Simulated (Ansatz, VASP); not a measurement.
# SnSe2: VASP beside Ansatz

Wanted: the spread between two codes on one cell, functional and k mesh. The cell is generated by rule, not measured, and may not be a known phase. The cell is taken from a series of runs on this material, whose earlier steps may have relaxed, scaled, displaced or heated it; both programs get it as it stands.

Program: Ansatz 0.2.0. Level of theory: plane waves, with VASP 6.6.1 beside it; zone-centre phonons at PBEsol. Results are calculated unless marked as measured.

The structure was built from a prototype and need not be the compound's stable phase.

**1. Starting point**

Symmetry: Fm-3m, No. 225, cubic system. Conventional cell: a = 6.755 Å, b = 6.755 Å, c = 6.755 Å, α = 90.00°, β = 90.00°, γ = 90.00°. Nearest to Sn lie 8 Se at 2.93 Å. Se has 4 Sn at 2.93 Å nearest. Farther neighbours and most contacts between anions are not listed.

**2. VASP: zone-centre phonons, PBEsol**

Second derivatives magnify differences that forces hide, and they need a tight electronic threshold.

Lines of VASP's logs that name or quote its potential files are left out, and so is its time.

File INCAR:

```
SYSTEM = SnSe2
PREC = Accurate
ENCUT = 500
EDIFF = 1E-08
NELM = 120
ISMEAR = 1
SIGMA = 0.15
LREAL = .FALSE.
ALGO = Normal
GGA = PS
NBANDS = 19
LORBIT = 11
LWAVE = .FALSE.
LCHARG = .FALSE.
ISIF = 2
IBRION = 8
LASPH = .TRUE.
GGA_COMPAT = .FALSE.
KPAR = 2
```

File POSCAR:

```
SnSe2
1.0
    0.0000000000      3.3776828112      3.3776828112
    3.3776828112      0.0000000000      3.3776828112
    3.3776828112      3.3776828112      0.0000000000
Sn Se
1 2
Direct
    0.0000000000      0.0000000000      0.0000000000
    0.2500000000      0.2500000000      0.2500000000
    0.7500000000      0.7500000000      0.7500000000
```

File KPOINTS:

```
Automatic mesh
0
Gamma
12 12 12
0 0 0
```

PAW data sets: Sn_d and Se (PBE family, release 64).

On the command line:

```
> mpirun -np 2 vasp_std
```

Numbers of over 12 decimals in the logs are rounded to 6 here.

Log:

```text
[banner, memory and clock lines left out]
running    2 mpi-ranks, on    1 nodes
 distrk:  each k-point on    1 cores,    2 groups
 distr:  one band on    1 cores,    1 groups

 POSCAR found type information on POSCAR SnSe
 POSCAR found :  2 types and       3 ions
|                                                                             |
|               ----> ADVICE to this user running VASP <----                  |
|                                                                             |
|     You enforced a specific xc type in the INCAR file but a different       |
|     [... a line on the potential file left out ...]
|     I HOPE YOU KNOW WHAT YOU ARE DOING!                                     |
|                                                                             |

 LDA part: xc-table for (Slater+PW92), standard interpolation
 POSCAR, INCAR and KPOINTS ok, starting setup
 FFT: planning ... GRIDC
 FFT: planning ... GRID_SOFT
 FFT: planning ... GRID
 WAVECAR not read
 entering main loop
       N       E                     dE             d eps       ncg     rms          rms(c)
DAV:   1     0.197434292854E+03    0.19743E+03   -0.12003E+04  2760   0.151E+03
DAV:   2     0.975381628135E+01   -0.18768E+03   -0.18199E+03  2979   0.374E+02
DAV:   3    -0.111083105144E+02   -0.20862E+02   -0.20365E+02  3422   0.111E+02
DAV:   4    -0.118655775782E+02   -0.75727E+00   -0.74908E+00  3178   0.215E+01
DAV:   5    -0.118840991562E+02   -0.18522E-01   -0.18516E-01  3699   0.365E+00    0.409E+00
DAV:   6    -0.117370743506E+02    0.14702E+00   -0.37378E-01  3518   0.572E+00    0.250E+00
DAV:   7    -0.117311957498E+02    0.58786E-02   -0.52104E-02  3251   0.130E+00    0.101E+00
DAV:   8    -0.117298219276E+02    0.13738E-02   -0.50818E-03  3368   0.688E-01    0.102E-01
DAV:   9    -0.117298696243E+02   -0.47697E-04   -0.47401E-04  3220   0.225E-01    0.464E-02
DAV:  10    -0.117299412070E+02   -0.71583E-04   -0.11520E-04  2988   0.669E-02    0.119E-02
DAV:  11    -0.117299437675E+02   -0.25606E-05   -0.89797E-06  3529   0.355E-02    0.404E-03
DAV:  12    -0.117299449225E+02   -0.11549E-05   -0.23093E-06  2970   0.836E-03    0.183E-03
DAV:  13    -0.117299449778E+02   -0.55302E-07   -0.16706E-07  3369   0.391E-03    0.466E-04
DAV:  14    -0.117299449932E+02   -0.15444E-07   -0.17627E-08  2421   0.838E-04    0.155E-04
DAV:  15    -0.117299450059E+02   -0.12688E-07   -0.17141E-09  1881   0.436E-04    0.383E-05
DAV:  16    -0.117299450106E+02   -0.46643E-08   -0.34629E-10  1674   0.230E-04
   1 F= -.11729945E+02 E0= -.11729755E+02  d E =-.571085E-03
 Linear response reoptimize wavefunctions to high precision
DAV:   1    -0.117299450108E+02   -0.26012E-09   -0.11948E-10  1755   0.135E-04
DAV:   2    -0.117299450109E+02   -0.41382E-10   -0.43253E-11  1620   0.693E-05
 Linear response DOF=           2
 Linear response progress:
  Degree of freedom:   1/  2
       N       E                     dE             d eps       ncg     rms          rms(c)
RMM:   1    -0.215862564517E+00   -0.21586E+00    0.49523E-01  7433   0.116E+01
RMM:   2    -0.220806631810E+00   -0.49441E-02   -0.13159E-02 10836   0.834E-01    0.589E-02
RMM:   3    -0.220652502349E+00    0.15413E-03   -0.98739E-04 11827   0.225E-01    0.293E-02
RMM:   4    -0.220361351136E+00    0.29115E-03   -0.75427E-05 12041   0.647E-02    0.106E-02
RMM:   5    -0.220299647649E+00    0.61703E-04   -0.86969E-06 12334   0.215E-02    0.507E-03
RMM:   6    -0.220297683241E+00    0.19644E-05   -0.13456E-06 12253   0.773E-03    0.187E-03
RMM:   7    -0.220309057510E+00   -0.11374E-04   -0.24458E-07 12197   0.299E-03    0.212E-04
RMM:   8    -0.220306238958E+00    0.28186E-05   -0.41616E-08 12266   0.128E-03    0.459E-05
RMM:   9    -0.220306650349E+00   -0.41139E-06   -0.62610E-08 12717   0.508E-04    0.280E-05
RMM:  10    -0.220306617438E+00    0.32911E-07   -0.13282E-08 12890   0.218E-04    0.110E-05
RMM:  11    -0.220306552578E+00    0.64860E-07   -0.10707E-08 12622   0.120E-04    0.208E-06
RMM:  12    -0.220306509277E+00    0.43301E-07    0.33811E-09 13077   0.781E-05    0.114E-06
RMM:  13    -0.220306506741E+00    0.25359E-08   -0.53362E-09 12679   0.598E-05    0.828E-07
 first order change of Fermi-energy   0.30415E-03
 force on displaced ion       1 direction 1 :  -2.120   0.000   0.000
 Linear response progress:
  Degree of freedom:   2/  2
       N       E                     dE             d eps       ncg     rms          rms(c)
RMM:   1    -0.861736877821E-01   -0.86174E-01    0.63179E-02 23636   0.134E+00
RMM:   2    -0.846146000784E-01    0.15591E-02   -0.25752E-03 18252   0.261E-01    0.543E-02
RMM:   3    -0.847548083268E-01   -0.14021E-03   -0.13155E-04 20274   0.697E-02    0.278E-02
RMM:   4    -0.849021955555E-01   -0.14739E-03   -0.22906E-05 19943   0.314E-02    0.512E-03
RMM:   5    -0.849035328165E-01   -0.13373E-05   -0.18593E-06 21108   0.100E-02    0.258E-03
RMM:   6    -0.848997592725E-01    0.37735E-05   -0.19941E-07 20793   0.327E-03    0.143E-03
RMM:   7    -0.848970219843E-01    0.27373E-05   -0.30936E-08 21031   0.920E-04    0.593E-04
RMM:   8    -0.848980114263E-01   -0.98944E-06   -0.82356E-08 20518   0.485E-04    0.867E-05
RMM:   9    -0.848976334854E-01    0.37794E-06    0.24442E-08 21746   0.171E-04    0.202E-05
RMM:  10    -0.848976487796E-01   -0.15294E-07   -0.83432E-08 22346   0.766E-05    0.819E-06
RMM:  11    -0.848976483410E-01    0.43858E-09    0.25113E-08 21574   0.469E-05    0.140E-06
 first order change of Fermi-energy  -0.24589E-05
 force on displaced ion       2 direction 1 :  -1.748   0.000   0.000
 Linear response finished
```

From OUTCAR (step 2):

```text
ion  position               nearest neighbor table
   1  0.000  0.000  0.000-   2 2.93   3 2.93   3 2.93   3 2.93   3 2.93   2 2.93   2 2.93   2 2.93

  LATTYP: Found a face centered cubic cell.
 ALAT       =     6.7553656224

 Subroutine GETGRP returns: Found 48 space group operations
 (whereof 48 operations were pure point group operations)

The static configuration has the point symmetry O_h .

 Found     72 irreducible k-points:

   k-points           NKPTS =     72   k-points in BZ     NKDIM =     72   number of bands    NBANDS=     19

   dimension x,y,z NGX =    36 NGY =   36 NGZ =   36
   dimension x,y,z NGXF=    72 NGYF=   72 NGZF=   72

   ENCUT  =  500.0 eV  36.75 Ry    6.06 a.u.   8.71  8.71  8.71*2*pi/ulx,y,z

   NELECT =      26.0000    total number of electrons

 k-points in reciprocal lattice and weights: Automatic mesh
   0.00000000  0.00000000  0.00000000       0.001
   0.08333333  0.00000000  0.00000000       0.005
   0.16666667  0.00000000  0.00000000       0.005
   0.25000000  0.00000000  0.00000000       0.005
   0.33333333  0.00000000  0.00000000       0.005
   0.41666667  0.00000000  0.00000000       0.005
   0.50000000  0.00000000  0.00000000       0.002
   0.08333333  0.08333333  0.00000000       0.003
   0.16666667  0.08333333  0.00000000       0.014
[...]
-0.33333333  0.50000000  0.16666667       0.007
  -0.25000000  0.50000000  0.25000000       0.003

 average (electrostatic) potential at core
       1-102.0218       2 -53.4335       3 -53.4335

  Total        0.0287328      0.0287328      0.0287328      0.0000000      0.0000000      0.0000000
  in kB        0.5973133      0.5973133      0.5973133      0.0000000      0.0000000      0.0000000
  external PRESSURE =       0.5973133 kB  Pullay stress =       0.0000000 kB

  energy-cutoff  :      500.00
  volume of cell :       77.07
      direct lattice vectors                 reciprocal lattice vectors
     0.000000000  3.377682811  3.377682811    -0.148030478  0.148030478  0.148030478
     3.377682811  0.000000000  3.377682811     0.148030478 -0.148030478  0.148030478
     3.377682811  3.377682811  0.000000000     0.148030478  0.148030478 -0.148030478

 POSITION                                       TOTAL-FORCE (eV/Angst)
 -----------------------------------------------------------------------------------
      0.00000      0.00000      0.00000         0.000000     -0.000000     -0.000000
      1.68884      1.68884      1.68884        -0.000000     -0.000000     -0.000000
      5.06652      5.06652      5.06652         0.000000      0.000000      0.000000
 -----------------------------------------------------------------------------------
    total drift:                               -0.000000      0.000000      0.000000

 Eigenvectors and eigenvalues of the dynamical matrix
 ----------------------------------------------------

   1 f  =    2.757395 THz    17.325222 2PiTHz   91.976785 cm-1    11.403663 meV
             X         Y         Z           dx          dy          dz
      0.000000  0.000000  0.000000    -0.119900   -0.083673    0.743406
      1.688841  1.688841  1.688841     0.073035    0.050968   -0.452829
      5.066524  5.066524  5.066524     0.073035    0.050968   -0.452829

   2 f  =    2.757395 THz    17.325222 2PiTHz   91.976785 cm-1    11.403663 meV
             X         Y         Z           dx          dy          dz
      0.000000  0.000000  0.000000    -0.252637   -0.704133   -0.119999
      1.688841  1.688841  1.688841     0.153888    0.428907    0.073095
      5.066524  5.066524  5.066524     0.153888    0.428907    0.073095

   3 f  =    2.757395 THz    17.325222 2PiTHz   91.976785 cm-1    11.403663 meV
             X         Y         Z           dx          dy          dz
      0.000000  0.000000  0.000000     0.704150   -0.266878    0.083531
      1.688841  1.688841  1.688841    -0.428917    0.162563   -0.050881
      5.066524  5.066524  5.066524    -0.428917    0.162563   -0.050881

   4 f  =    2.753138 THz    17.298479 2PiTHz   91.834815 cm-1    11.386061 meV
             X         Y         Z           dx          dy          dz
      0.000000  0.000000  0.000000     0.000000    0.000000   -0.000000
      1.688841  1.688841  1.688841    -0.610157    0.157400   -0.320833
      5.066524  5.066524  5.066524     0.610157   -0.157400    0.320833

   5 f  =    2.753138 THz    17.298479 2PiTHz   91.834815 cm-1    11.386061 meV
             X         Y         Z           dx          dy          dz
      0.000000  0.000000  0.000000     0.000000   -0.000000   -0.000000
      1.688841  1.688841  1.688841     0.301531   -0.113961   -0.629358
      5.066524  5.066524  5.066524    -0.301531    0.113961    0.629358

   6 f  =    2.753138 THz    17.298479 2PiTHz   91.834815 cm-1    11.386061 meV
             X         Y         Z           dx          dy          dz
      0.000000  0.000000  0.000000    -0.000000    0.000000    0.000000
      1.688841  1.688841  1.688841    -0.191801   -0.679881    0.031216
      5.066524  5.066524  5.066524     0.191801    0.679881   -0.031216

   7 f/i=    0.008801 THz     0.055300 2PiTHz    0.293580 cm-1     0.036399 meV
             X         Y         Z           dx          dy          dz
      0.000000  0.000000  0.000000     0.603748    0.246645   -0.025003
      1.688841  1.688841  1.688841     0.495585    0.202457   -0.020524
      5.066524  5.066524  5.066524     0.495585    0.202457   -0.020524

   8 f/i=    0.008801 THz     0.055300 2PiTHz    0.293580 cm-1     0.036399 meV
             X         Y         Z           dx          dy          dz
      0.000000  0.000000  0.000000    -0.245009    0.583606   -0.159204
      1.688841  1.688841  1.688841    -0.201115    0.479051   -0.130682
      5.066524  5.066524  5.066524    -0.201115    0.479051   -0.130682

   9 f/i=    0.008801 THz     0.055300 2PiTHz    0.293580 cm-1     0.036399 meV
             X         Y         Z           dx          dy          dz
      0.000000  0.000000  0.000000    -0.037807    0.156658    0.632455
      1.688841  1.688841  1.688841    -0.031033    0.128592    0.519149
      5.066524  5.066524  5.066524    -0.031033    0.128592    0.519149

 ELASTIC MODULI CONTR FROM IONIC RELAXATION (kBar)
 Direction    XX          YY          ZZ          XY          YZ          ZX
 --------------------------------------------------------------------------------
 XX           0.0000      0.0000      0.0000      0.0000      0.0000      0.0000
 YY           0.0000      0.0000      0.0000      0.0000      0.0000      0.0000
 ZZ           0.0000      0.0000      0.0000      0.0000      0.0000      0.0000
 XY           0.0000      0.0000      0.0000   -181.0077     -0.0000     -0.0000
 YZ           0.0000      0.0000      0.0000     -0.0000   -181.0077     -0.0000
 ZX           0.0000      0.0000      0.0000     -0.0000     -0.0000   -181.0077
 --------------------------------------------------------------------------------
```

Energies printed during the response cycles are not total energies of the cell.

(Continued in part 2 of 2.)

[Lines on the potential files, build, host, timing and source positions are cut from VASP's logs without a mark.]

[Logs are printed without paths, hosts, clocks, repeated set-up lines and the standing remarks that a program may print on its own settings, such as how far it seeks lower states.]

[Hosts, paths, dates, database ids (printed as entryN), source tags and the programs' standing remarks are cut or masked in the printed files.]
